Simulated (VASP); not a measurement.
Given:

```
Li2S
1.0
    0.00000     2.78287     2.78287
    2.78287     0.00000     2.78287
    2.78287     2.78287     0.00000
Li S
2 1
Direct
  0.25000   0.25000   0.25000
  0.75000   0.75000   0.75000
  0.00000   0.00000   0.00000
```

All values below come from optB86b-vdW, VASP's PBE PAW potentials (set 64) (plane waves; VASP). Settings: 520 eV cut-off, 7×7×7 Γ-centred mesh, Gaussian smearing of 0.050 eV, potentials Li_sv S.

Problem. Give the stress tensor in GPa (positive for a compressed cell).

Solution. 
```
3.00  0.00  0.00
0.00  3.00  0.00
0.00  0.00  3.00
```
The pressure is its mean diagonal, 3.00 GPa.

The compound is Li2S in the antifluorite structure. This cell is one point of a volume scan, at 0.94 of the reference volume.
